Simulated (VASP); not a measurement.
# Si2WC3 (P3m1) in VASP: density of states with PBE

Aim: the density of states of Si2WC3 with PBE.

Program: VASP 6.6.1. These are calculated values, not measurements. Logs are shortened: lines on timing, memory, paths and dates and some standing lists are left out, and cuts for length are marked.

### Step 1. The crystal as given

It takes space group P3m1 (No. 156, trigonal). The conventional cell has a = 3.015 Å, b = 3.015 Å, c = 8.092 Å, α = 90.00°, β = 90.00°, γ = 120.00°. Around Si (site symmetry 3m) lie 4 C at 1.84 to 1.94 Å. Around Si (site symmetry 3m) lie 4 C at 1.83 to 1.88 Å. W (site symmetry 3m) is surrounded by 6 C at 2.14 to 2.38 Å. C (site symmetry 3m) is surrounded by 3 Si at 1.94 Å. C (site symmetry 3m) has 4 Si at 1.84 to 1.88 Å as nearest neighbours. Around C (site symmetry 3m) lie 1 Si at 1.83 Å.

The cell was built by a generator and needn't be a form met in nature.

### Step 2. Density of states, PBE

File POSCAR:

```
Si2WC3                                  
1.0
    3.0146256015      0.0000000000      0.0000000000
   -1.5073128057      2.6107423538      0.0000000000
    0.0000000000      0.0000000000      8.0921354075
  Si              W               C             
     2     1     3
Direct
     0.0000000000000000    0.0000000000000000    0.8979011259720266
     0.3333333300000021    0.6666666699999979    0.5832592235204359
     0.0000000000000000    0.0000000000000000    0.2031571269093106
     0.3333333300000021    0.6666666699999979    0.0027224413006479
     0.0000000000000000    0.0000000000000000    0.6705846832664122
     0.3333333300000021    0.6666666699999979    0.3573673690311594
```

File INCAR.step1:

```
ALGO = Fast
EDIFF = 1E-6
ENCUT = 520
GGA = PE
ISIF = 2
ISMEAR = 0
KPAR = 2
LASPH = T
LCHARG = T
LMAXMIX = 4
LREAL = F
LWAVE = F
NBANDS = 26
NELM = 100
PREC = Accurate
SIGMA = 0.03
```

File KPOINTS.step1:

```
k-points
0
Gamma
  10 10 4
```

File INCAR.step2:

```
ALGO = Fast
EDIFF = 1E-6
ENCUT = 520
GGA = PE
ICHARG = 11
ISIF = 2
ISMEAR = -5
KPAR = 2
LASPH = T
LCHARG = F
LMAXMIX = 4
LORBIT = 10
LREAL = F
LWAVE = F
NBANDS = 26
NEDOS = 1001
NELM = 100
PREC = Accurate
SIGMA = 0.03
```

File KPOINTS.step2:

```
k-points
0
Gamma
  15 15 6
```

Potentials or basis: VASP PAW PBE potentials, release 64 (Si, W_sv, C).

The run is started by

```console
cat potpaw_PBE.64/Si/POTCAR potpaw_PBE.64/W_sv/POTCAR potpaw_PBE.64/C/POTCAR > POTCAR
cp INCAR.step1 INCAR
cp KPOINTS.step1 KPOINTS
mpirun -np 2 vasp_std > vasp.out
cp INCAR.step2 INCAR
cp KPOINTS.step2 KPOINTS
mpirun -np 2 vasp_std > vasp.out
```

OUTCAR:

```text
EDIFF = 1E-6
   ENCUT = 520
   GGA = PE
   ICHARG = 11
   ISIF = 2
   ISMEAR = -5
   LASPH = T
   LORBIT = 10
   LREAL = F
   NELM = 100
   PREC = Accurate

 ion  position               nearest neighbor table
   1  0.000  0.000  0.898-   5 1.84   4 1.94   4 1.94   4 1.94   3 2.47   2 3.08   2 3.08   2 3.08

   2  0.333  0.667  0.583-   6 1.83   5 1.88   5 1.88   5 1.88   1 3.08   1 3.08   1 3.08
   3  0.000  0.000  0.203-   6 2.14   6 2.14   6 2.14   4 2.38   4 2.38   4 2.38   1 2.47
   4  0.333  0.667  0.003-   1 1.94   1 1.94   1 1.94   3 2.38   3 2.38   3 2.38
   5  0.000  0.000  0.671-   1 1.84   2 1.88   2 1.88   2 1.88
   6  0.333  0.667  0.357-   2 1.83   3 2.14   3 2.14   3 2.14

  LATTYP: Found a hexagonal cell.
 ALAT       =     3.0146256015
 C/A-ratio  =     2.6842920074

  Lattice vectors:

 A1 = (   3.0146256015,   0.0000000000,   0.0000000000)
 A2 = (  -1.5073128057,   2.6107423538,   0.0000000000)
 A3 = (   0.0000000000,   0.0000000000,   8.0921354075)

Analysis of symmetry for initial positions (statically):
=====================================================================
 Subroutine PRICEL returns:
 Original cell was already a primitive cell.

 Routine SETGRP: Setting up the symmetry group for a
 hexagonal supercell.

 Subroutine GETGRP returns: Found  6 space group operations
 (whereof  6 operations were pure point group operations)
 out of a pool of 24 trial point group operations.

The static configuration has the point symmetry C_3v.

Analysis of symmetry for dynamics (positions and initial velocities):
=====================================================================
 Subroutine PRICEL returns:
 Original cell was already a primitive cell.

 Routine SETGRP: Setting up the symmetry group for a
 hexagonal supercell.

 Subroutine GETGRP returns: Found  6 space group operations
 (whereof  6 operations were pure point group operations)
 out of a pool of 24 trial point group operations.

The dynamic configuration has the point symmetry C_3v.

 Subroutine INISYM returns: Found  6 space group operations
 (whereof  6 operations are pure point group operations),
 and found     1 'primitive' translations

[... 109 lines left out ...]
   NFREE  =      0    steps in history (QN), initial steepest desc. (CG)
   ISIF   =      2    stress and relaxation
   ISYM   =      2    0-nonsym 1-usesym 2-fastsym
   POTIM  = 0.5000    time-step for ionic-motion
   TEBEG  =    0.0;   TEEND  =   0.0 temperature during run
   PSTRESS=    0.0 pullay stress
   NELECT =      34.0000    total number of electrons
   NUPDOWN=      -1.0000    fix difference up-down
   EMIN   =  10.00;   EMAX   =-10.00  energy-range for DOS
   EFERMI =   0.00;   METHOD = LEGACY
   ISMEAR =    -5;   SIGMA  =   0.03  broadening in eV -4-tet -1-fermi 0-gaus
   EFERMI_NEDOS =   21; number of points for ismear=-14 and -15
   IALGO  =     68    algorithm
   IMIX   =      4    mixing-type and parameters
     AMIX     =   0.40;   BMIX     =  1.00
     AMIX_MAG =   1.60;   BMIX_MAG =  1.00
  volume/ion in A,a.u.               =      10.61        71.63
  Fermi-wavevector in a.u.,A,eV,Ry     =   1.328050  2.509650 23.996809  1.763716
  Thomas-Fermi vector in A             =   2.457316
   LORBIT       =     10    0 simple, 1 ext, 2 COOP (PROOUT), +10 PAW based schemes
   GGA     = PE    functional components
   LHFCALC =     F    Hartree Fock is set to
   AEXX    =    0.0000 exact exchange contribution
   IVDW    =     0    specifies the selected vdW correction
   LEPSILON=     F    determine dielectric tensor
   LRPA    =     F    only Hartree local field effects (RPA)
 non-spin polarized calculation
 RMM-DIIS sequential band-by-band and
 Fermi weights with tetrahedron method with Bloechl corrections
  energy-cutoff  :      520.00
  volume of cell :       63.69
 maximum number of plane-waves:      1770
 NGX is ok and might be reduce to    24

 number of electron      33.9999997 magnetization

 Free energy of the ion-electron system (eV)
  ---------------------------------------------------
  ext. energy  EPLUGINS =         0.00000000
  ---------------------------------------------------
  free energy    TOTEN  =       -50.64318042 eV

  energy without entropy =      -50.64318042  energy(sigma->0) =      -50.64318042

 E-fermi :   9.6587     XC(G=0): -12.0747

 val. band max:        9.6255050907   @ k =   0.0667   0.0000   0.5000
 cond. band min:      10.3998279623   @ k =   0.2000   0.1333   0.0000
 fundamental gap:      0.7743228716
 Fermi energy:         9.6587354702

 k-point     1 :       0.0000    0.0000    0.0000
  band No.  band energies     occupation
      1     -64.6338      2.00000
      2     -28.9046      2.00000
      3     -28.6041      2.00000
      4     -28.6041      2.00000
      5      -6.9622      2.00000
      6      -5.1931      2.00000
[... 685 lines left out ...]
     25      16.6802      0.00000
     26      17.7935      0.00000

 [... further k-points ...]
[... 5 lines left out ...]
  --------------------------------------------------------------------------------------
  -------------------------------------------------------------------------------------
  Total       -0.0036495     -0.0036495     -0.0003628      0.0000000      0.0000000      0.0000000
  in kB       -0.0918076     -0.0918076     -0.0091258      0.0000000      0.0000000      0.0000000
  external PRESSURE =      -0.0642470 kB  Pullay stress =       0.0000000 kB

 VOLUME and BASIS-vectors are now :
 -----------------------------------------------------------------------------
  energy-cutoff  :      520.00
  volume of cell :       63.69
      direct lattice vectors                 reciprocal lattice vectors
     3.014625602  0.000000000  0.000000000     0.331716151  0.191516409  0.000000000
    -1.507312806  2.610742354  0.000000000     0.000000000  0.383032818  0.000000000
     0.000000000  0.000000000  8.092135408     0.000000000  0.000000000  0.123576775

 POSITION                                       TOTAL-FORCE (eV/Angst)
 -----------------------------------------------------------------------------------
      0.00000      0.00000      7.26594         0.000000     -0.000000     -0.000054
     -0.00000      1.74049      4.71981         0.000000      0.000000      0.000222
      0.00000      0.00000      1.64397        -0.000000      0.000000     -0.000917
     -0.00000      1.74049      0.02203        -0.000000      0.000000     -0.000356
      0.00000      0.00000      5.42646         0.000000      0.000000      0.003794
     -0.00000      1.74049      2.89187         0.000000     -0.000000     -0.002689
 -----------------------------------------------------------------------------------
    total drift:                                0.000114     -0.000066      0.000593

  FREE ENERGIE OF THE ION-ELECTRON SYSTEM (eV)
  ---------------------------------------------------
  free  energy   TOTEN  =       -50.6431804167 eV

  energy  without entropy=      -50.6431804167  energy(sigma->0) =      -50.64318042

 total charge

# of ion       s       p       d       tot
------------------------------------------
    1        0.707   0.970   0.000   1.677
    2        0.718   0.988   0.000   1.707
    3        2.344   6.339   3.368  12.051
    4        0.832   1.606   0.000   2.438
    5        0.846   1.722   0.000   2.568
    6        0.862   1.572   0.000   2.434
--------------------------------------------------
tot          6.309  13.198   3.368  22.875
```

OUTCAR.step1:

```text
EDIFF = 1E-6
   ENCUT = 520
   GGA = PE
   ISIF = 2
[... 938 lines left out ...]
      0.00000      0.00000      1.64397        -0.000000      0.000000     -0.000451
     -0.00000      1.74049      0.02203        -0.000000      0.000000     -0.000351
      0.00000      0.00000      5.42646         0.000000     -0.000000      0.002999
     -0.00000      1.74049      2.89187         0.000000     -0.000000     -0.002559
 -----------------------------------------------------------------------------------
    total drift:                                0.000008     -0.000005      0.000871

  FREE ENERGIE OF THE ION-ELECTRON SYSTEM (eV)
  ---------------------------------------------------
  free  energy   TOTEN  =       -50.6430060474 eV

  energy  without entropy=      -50.6430060474  energy(sigma->0) =      -50.64300605
```

OSZICAR.step1:

```text
N       E                     dE             d eps       ncg     rms          rms(c)
DAV:   1     0.226960640968E+03    0.22696E+03   -0.17662E+04  2680   0.129E+03
DAV:   2    -0.434911920209E+02   -0.27045E+03   -0.25704E+03  2988   0.340E+02
DAV:   3    -0.575876116429E+02   -0.14096E+02   -0.13900E+02  3334   0.737E+01
DAV:   4    -0.578322385702E+02   -0.24463E+00   -0.24403E+00  3292   0.101E+01
DAV:   5    -0.578360190534E+02   -0.37805E-02   -0.37768E-02  3368   0.128E+00    0.311E+01
RMM:   6    -0.508271412259E+02    0.70089E+01   -0.19411E+01  3373   0.201E+01    0.899E+00
RMM:   7    -0.506412975346E+02    0.18584E+00   -0.33223E+00  3499   0.899E+00    0.622E+00
RMM:   8    -0.506607833872E+02   -0.19486E-01   -0.87900E-01  3908   0.425E+00    0.175E+00
RMM:   9    -0.506411878525E+02    0.19596E-01   -0.93627E-02  3529   0.175E+00    0.470E-01
RMM:  10    -0.506426185081E+02   -0.14307E-02   -0.25231E-02  3587   0.848E-01    0.211E-01
RMM:  11    -0.506430516097E+02   -0.43310E-03   -0.55530E-03  3664   0.379E-01    0.129E-01
RMM:  12    -0.506429854195E+02    0.66190E-04   -0.10165E-03  3530   0.191E-01    0.347E-02
RMM:  13    -0.506430077659E+02   -0.22346E-04   -0.20476E-04  3697   0.891E-02    0.214E-02
RMM:  14    -0.506430053393E+02    0.24266E-05   -0.46886E-05  3626   0.407E-02    0.452E-03
RMM:  15    -0.506430060474E+02   -0.70809E-06   -0.86953E-06  3358   0.185E-02
   1 F= -.50643006E+02 E0= -.50643006E+02  d E =-.586605E-58
```

Run time: 66 s. Hardware: 2 MPI ranks of Intel Xeon Platinum 8559C (Emerald Rapids), shared host; peak memory 0.34 GiB.

Results:

- Valence electrons inside the program's atomic spheres: Si 1.68, 1.71; W 12.05; C 2.44, 2.57, 2.43

Levels at points of the mesh, in eV from the valence-band top:
```
           k point  band 13  band 14  band 15  band 16  band 17  band 18  band 19  band 20  band 21  band 22
(0.00, 0.00, 0.00)    -2.07    -2.07    -1.47    -1.47    -0.25     1.78     1.78     4.22     4.22     4.34
(0.00, 0.00, 0.50)    -2.19    -2.19    -1.32    -1.32    -0.02     1.73     1.73     4.00     4.00     4.82
```

States per cell in windows of 0.5 eV (zero at the valence-band top; states under -8 eV left out):
```
from (eV)  total  W3_d  C6_p  C4_p  C5_p  Si1_p  Si2_p
     -8.0   0.78  0.04  0.02  0.04  0.08   0.03   0.03
     -7.5   0.52  0.03  0.01  0.04  0.04   0.03   0.02
     -7.0   0.91  0.08  0.03  0.09  0.06   0.06   0.03
     -6.5   1.07  0.10  0.04  0.09  0.10   0.07   0.04
     -6.0   1.21  0.14  0.06  0.13  0.09   0.09   0.05
     -5.5   1.10  0.14  0.06  0.11  0.10   0.06   0.06
     -5.0   1.55  0.19  0.07  0.20  0.15   0.10   0.07
     -4.5   1.13  0.16  0.08  0.12  0.10   0.06   0.06
     -4.0   1.72  0.28  0.18  0.14  0.14   0.07   0.08
     -3.5   2.35  0.35  0.23  0.20  0.26   0.08   0.15
     -3.0   0.92  0.16  0.07  0.07  0.14   0.02   0.06
     -2.5   0.90  0.20  0.12  0.05  0.10   0.02   0.04
     -2.0   1.64  0.44  0.32  0.05  0.13   0.02   0.03
     -1.5   1.54  0.60  0.14  0.04  0.04   0.03   0.03
     -1.0   0.50  0.18  0.06  0.02  0.01   0.01   0.02
     -0.5   0.33  0.11  0.05  0.01  0.01   0.01   0.02
      0.0   0.02  0.01  0.00  0.00  0.00   0.00   0.00
      0.5   0.20  0.08  0.01  0.00  0.01   0.01   0.00
      1.0   1.64  0.54  0.08  0.06  0.05   0.05   0.03
      1.5   0.80  0.47  0.03  0.05  0.01   0.02   0.00
      2.0   0.77  0.43  0.02  0.02  0.01   0.02   0.01
      2.5   0.83  0.36  0.03  0.02  0.01   0.02   0.02
      3.0   1.18  0.42  0.03  0.03  0.03   0.04   0.03
      3.5   1.41  0.44  0.06  0.03  0.04   0.05   0.05
      4.0   1.39  0.43  0.07  0.07  0.03   0.04   0.04
      4.5   1.97  0.53  0.14  0.09  0.04   0.06   0.06
      5.0   1.29  0.29  0.10  0.06  0.03   0.04   0.04
      5.5   0.91  0.12  0.04  0.05  0.03   0.04   0.03
      6.0   1.61  0.21  0.06  0.11  0.05   0.06   0.05
      6.5   1.53  0.20  0.07  0.14  0.06   0.10   0.05
      7.0   1.13  0.13  0.06  0.10  0.04   0.10   0.05
      7.5   1.04  0.09  0.04  0.09  0.04   0.10   0.07
```

Spin-orbit coupling is left out, which matters for the levels of W.
